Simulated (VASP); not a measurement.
# YGe (space group Cmcm): computed properties

Level of theory: LDA (Ceperley-Alder, Perdew-Zunger), VASP's LDA PAW potentials (set 64) (plane waves; VASP 6.6.1).

```
Quantity                                                                                    Value
----------------------------------  -------------------------------------------------------------
space group                                                                             Cmcm (63)
cell                                a = 4.1960 Å, b = 10.4940 Å, c = 3.8902 Å, α = β = γ = 90.00°
volume per atom                                                                     21.41 Å³/atom
band gap (over mesh and band path)                       none (metal, semimetal or under 0.01 eV)
band gap with spin-orbit coupling                                                 none (metallic)
density                                                                                6.26 g/cm³
```

```cif
data_Ge4Y4
_chemical_formula_sum 'Y4 Ge4'
_space_group_name_H-M_alt 'Cmcm'
_space_group_IT_number 63
_space_group_name_Hall '-C 2c 2'
_cell_length_a 4.19599
_cell_length_b 10.49401
_cell_length_c 3.89018
_cell_angle_alpha 90.000
_cell_angle_beta 90.000
_cell_angle_gamma 90.000
loop_
_space_group_symop_operation_xyz
  'x, y, z'
  '-x, -y, -z'
  '-x, -y, z+1/2'
  'x, y, -z+1/2'
  'x, -y, -z'
  '-x, y, z'
  '-x, y, -z+1/2'
  'x, -y, z+1/2'
  'x+1/2, y+1/2, z'
  '-x+1/2, -y+1/2, -z'
  '-x+1/2, -y+1/2, z+1/2'
  'x+1/2, y+1/2, -z+1/2'
  'x+1/2, -y+1/2, -z'
  '-x+1/2, y+1/2, z'
  '-x+1/2, y+1/2, -z+1/2'
  'x+1/2, -y+1/2, z+1/2'
loop_
_atom_site_label
_atom_site_type_symbol
_atom_site_symmetry_multiplicity
_atom_site_Wyckoff_symbol
_atom_site_fract_x
_atom_site_fract_y
_atom_site_fract_z
_atom_site_occupancy
Y1 Y 4 c 0.00000 0.13839 0.25000 1
Ge1 Ge 4 c 0.00000 0.41539 0.25000 1
```
(The calculation used a cell of 4 atoms; values per cell refer to that cell.)

The structure comes from a computed database's YGe entry (Cmcm); how it stands against other phases isn't given here. It was relaxed first, which changed the volume by -6 %. Symmetry was kept, so distortions that lower it aren't found.
